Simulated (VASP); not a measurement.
A run of VASP 6.6.1:

The input INCAR:

```
PREC = Accurate ; ENCUT = 350
EDIFF = 1E-5 ; ISMEAR = 0
SIGMA = 0.03 ; LREAL = Auto
LASPH = True ; NELM = 120
ALGO = Normal ; ISIF = 2
LWAVE = False ; LCHARG = False
ISPIN = 2 ; MAGMOM = 0 0 0 0 0.33 0.33 0.33 0 0 0 0 0 0 0 0 0 0 0 0 0 0 0 0
LORBIT = 11 ; NUPDOWN = 1
LMAXMIX = 4 ; GGA = CA
NELECT = 203.0 ; ISYM = 0
KPAR = 4
```

The input KPOINTS:

```
Automatic mesh
0
Gamma
  3 3 2
```

Contents of POSCAR:

```
W8S15                                   
1.0
    6.3064000000      0.0000000000      0.0000000000
   -3.1532000000      5.4615026064      0.0000000000
    0.0000000000      0.0000000000     12.3230000000
  W               S             
     8    15
Direct
     0.1660811711087131    0.3329559054630848    0.2505053627364316
     0.1655030209964350    0.8325240512562807    0.2507804300183594
     0.6655847033889354    0.3328591390000241    0.2508878372242591
     0.6659446322495615    0.8330478607582199    0.2507903416367087
     0.3273848891878560    0.1690912815366009    0.7508284041482417
     0.3295354348070829    0.6614372190714957    0.7512527004500994
     0.8395881109306005    0.1689626972215315    0.7509939034046762
     0.8324008959807951    0.6671264284998665    0.7504910355391373
     0.1639286123387271    0.8325899093833325    0.6240360195005853
     0.6663412929001398    0.3343687045047364    0.6244880054920083
     0.6664473194368852    0.8325749423755134    0.6241014155357283
     0.3323808586340449    0.1656943246718255    0.1234446737711514
     0.3328243180762905    0.6668500384608839    0.1234142170761966
     0.8322229303437838    0.1664227818039699    0.1235659685771599
     0.8320854299383073    0.6660083003671876    0.1238788096581976
     0.1661655220210583    0.3343262982558287    0.8780274740594110
     0.1702921154404340    0.8361966239352064    0.8760842363991439
     0.6629365719095525    0.3283336350431602    0.8756344753344453
     0.6634874180824596    0.8360452563778545    0.8761213585797579
     0.3322736682529920    0.1657392445511536    0.3778412803127942
     0.3323845703339819    0.6660437090810252    0.3778774149639607
     0.8329289076311696    0.1666260548004194    0.3778076182515055
     0.8323446060101818    0.6661585935807915    0.3778920173300434
```

Potentials or basis: VASP PAW LDA potentials, release 64 (W_sv, S).

The run is started by

```bash
$ cat potpaw_LDA.64/W_sv/POTCAR potpaw_LDA.64/S/POTCAR > POTCAR
$ mpirun -np 4 vasp_std > vasp.out
```

Hardware: 4 MPI ranks on Intel(R) Xeon(R) Platinum 8488C (Sapphire Rapids), with other jobs on the host.

**Question.** Estimate the wall time of this run.

**Answer.** Wall time 4.8 min on 4 MPI ranks on Intel(R) Xeon(R) Platinum 8488C (Sapphire Rapids) (shared host), peak memory 0.52 GiB a rank. Counts: scf iterations 16, k points 10.
